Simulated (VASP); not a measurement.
Method: PBE GGA with D3 dispersion (Becke-Johnson damping), VASP's PBE PAW potentials (set 64) (plane waves; VASP).

A VASP calculation is set up with these files.

### INCAR
```
ALGO = Normal
EDIFF = 1E-6
EDIFFG = -0.01
ENCUT = 520
GGA = PE
IBRION = 2
ISIF = 3
ISMEAR = 1
IVDW = 12
LASPH = .TRUE.
LCHARG = .FALSE.
LMAXMIX = 4
LREAL = .FALSE.
LWAVE = .FALSE.
NELM = 100
NSW = 60
PREC = Accurate
SIGMA = 0.1
SYSTEM = As
```

**POSCAR**
```
As
1.0
  3.5360134043  -1.8946960827  -0.0534335281
  3.5360134043   1.8946960827  -0.0534335281
  2.5681663741   0.0000000000   3.0823106633
As
2
Cartesian
  2.2228482513   0.0000000000   0.6860816473
  7.4173449314   0.0000000000   2.2893619598
```

KPOINTS:
```
Regular mesh
0
Gamma
11 11 11
```

POTCAR, in this order: As (PBE.64 set). Program: vasp_std.

The run wrote:

File OSZICAR:
```
       N       E                     dE             d eps       ncg     rms          rms(c)
DAV:   1     0.301209742545E+02    0.30121E+02   -0.43556E+03  2628   0.927E+02
DAV:   2    -0.806872051162E+01   -0.38190E+02   -0.37083E+02  3939   0.122E+02
DAV:   3    -0.931744085085E+01   -0.12487E+01   -0.12462E+01  3129   0.264E+01
DAV:   4    -0.932420640385E+01   -0.67656E-02   -0.67438E-02  3311   0.196E+00
DAV:   5    -0.932420179466E+01    0.46092E-05   -0.14619E-04  2974   0.864E-02    0.329E+00
DAV:   6    -0.931761526906E+01    0.65865E-02   -0.40281E-03  2954   0.534E-01    0.198E+00
DAV:   7    -0.931450727501E+01    0.31080E-02   -0.90607E-03  2759   0.825E-01    0.899E-02
DAV:   8    -0.931463200843E+01   -0.12473E-03   -0.26940E-04  2758   0.126E-01    0.307E-02
DAV:   9    -0.931467074966E+01   -0.38741E-04   -0.55400E-05  2885   0.613E-02    0.843E-03
DAV:  10    -0.931467027900E+01    0.47066E-06   -0.42417E-06  3068   0.139E-02
   1 F= -.10180149E+02 E0= -.10180217E+02  d E =-.101801E+02
```

### OUTCAR
```
------------------------ aborting loop because EDIFF is reached ----------------------------------------
 Edisp (eV)   -0.86548
  FORCE on cell =-STRESS in cart. coord.  units (eV):
  Direction    XX          YY          ZZ          XY          YZ          ZX
  --------------------------------------------------------------------------------------
  Total       0.01344    -0.00163    -0.00019     0.00000     0.00000     0.00465
  in kB       0.51501    -0.06240    -0.00740     0.00000     0.00000     0.17822
  external pressure =        0.15 kB  Pullay stress =        0.00 kB
  volume of cell :       41.82
      direct lattice vectors                 reciprocal lattice vectors
     3.536013404 -1.894696083 -0.053433528     0.139643976 -0.263894566 -0.116350687
     3.536013404  1.894696083 -0.053433528     0.139643976  0.263894566 -0.116350687
     2.568166374  0.000000000  3.082310663     0.004841608  0.000000000  0.320397926
 POSITION                                       TOTAL-FORCE (eV/Angst)
 -----------------------------------------------------------------------------------
      2.22285      0.00000      0.68608         0.002088      0.000000      0.000644
      7.41734      0.00000      2.28936        -0.002088      0.000000     -0.000644
 -----------------------------------------------------------------------------------
    total drift:                                0.000000     -0.000000      0.000000
  FREE ENERGIE OF THE ION-ELECTRON SYSTEM (eV)
  ---------------------------------------------------
  free  energy   TOTEN  =       -10.1801493674 eV

  energy  without entropy=      -10.1803513660  energy(sigma->0) =      -10.18021670

 reached required accuracy - stopping structural energy minimisation
```
(Selected blocks of OUTCAR.)

The compound is As in the a7 structure. It was relaxed first. The start is the result of an earlier pass.
